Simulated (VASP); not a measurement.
Input:

```
Mg2Ge
1.0
    0.00000     3.19130     3.19130
    3.19130     0.00000     3.19130
    3.19130     3.19130     0.00000
Mg Ge
2 1
Direct
  0.75000   0.75000   0.75000
  0.25000   0.25000   0.25000
  0.00000   0.00000   0.00000
```

Level of theory: PBE GGA, VASP's PBE PAW potentials (set 64) (plane waves; VASP 6.6.1). Run with 300 eV cut-off, 9×9×9 Γ-centred mesh, first-order Methfessel-Paxton smearing of 0.10 eV, potentials Mg Ge_d.

### Question
Give the energies of bands 7 to 12 at the high-symmetry points, in eV from the valence-band maximum.

### Answer

| band | Γ | X | U | L | W |
|---|---|---|---|---|---|
| 7 | 0.00 | -4.53 | -4.09 | -4.85 | -3.68 |
| 8 | 0.00 | -2.01 | -3.51 | -0.73 | -3.68 |
| 9 | 0.00 | -2.01 | -1.68 | -0.73 | -2.70 |
| 10 | 1.04 | 0.15 | 0.71 | 1.01 | 2.78 |
| 11 | 2.82 | 0.55 | 3.13 | 2.76 | 3.73 |
| 12 | 2.82 | 7.90 | 6.05 | 2.76 | 3.78 |

The gap is indirect, 0.15 eV, from the valence maximum at Γ to the conduction minimum at X.

The structure comes from a computed database's Mg2Ge entry; how it stands against other phases isn't given here. The cell was not relaxed at this level.
